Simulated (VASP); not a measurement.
A VASP calculation is set up with these files.

KPOINTS:
```
Automatic mesh
0
Gamma
7 7 7
0 0 0
```

### INCAR
```
SYSTEM  =  Ge
PREC  =  Accurate; ENCUT  =  400; LREAL  =  F
LASPH  =  T
EDIFF  =  1E-6; NELM  =  100; ALGO  =  Normal
LMAXMIX  =  4
ISMEAR  =  0; SIGMA  =  0.05
GGA  =  PE
IBRION  =  2; NSW  =  60; ISIF  =  3
EDIFFG  =  -0.01
LWAVE  =  F; LCHARG  =  F
```

**POSCAR**
```
Ge
1.0
  0.0000000000   2.8290000000   2.8290000000
  2.8290000000   0.0000000000   2.8290000000
  2.8290000000   2.8290000000   0.0000000000
Ge
2
Cart
  0.0000000000   0.0000000000   0.0000000000
  1.4145000000   1.4145000000   1.4145000000
```

POTCAR, in this order: Ge_d (PBE.64 set). Program: vasp_std.

Translate this PBE calculation to Quantum ESPRESSO's pw.x.

One equivalent input (not run):
```
&CONTROL
  calculation = 'vc-relax'
  pseudo_dir = './pseudo'
  outdir = './out'
  tprnfor = .true.
  tstress = .true.
  nstep = 60
  forc_conv_thr = 0.00039
/
&SYSTEM
  ibrav = 0
  nat = 2
  ntyp = 1
  ecutwfc = 78
  occupations = 'smearing'
  smearing = 'gaussian'
  degauss = 0.003675
  input_dft = 'pbe'
/
&ELECTRONS
  conv_thr = 7.3e-08
  electron_maxstep = 100
/
&IONS
/
&CELL
/
ATOMIC_SPECIES
  Ge 72.630 Ge.upf
CELL_PARAMETERS angstrom
     0.0000000    2.8290000    2.8290000
     2.8290000    0.0000000    2.8290000
     2.8290000    2.8290000    0.0000000
ATOMIC_POSITIONS crystal
  Ge   0.0000000  0.0000000  0.0000000
  Ge   0.2500000  0.2500000  0.2500000
K_POINTS automatic
  7 7 7 0 0 0
```
Limits of the translation: the potentials are each code's own (VASP's PAW set, PseudoDojo norm-conserving files in pw.x), so ENCUT and ecutwfc are chosen apart and not converted; conv_thr bounds pw.x's estimated SCF error, while EDIFF bounds the energy change between steps; forc_conv_thr acts on force components and is met together with etot_conv_thr.

The compound is Ge in the diamond structure. This run relaxes it. Symmetry was kept, so distortions that lower it aren't found.
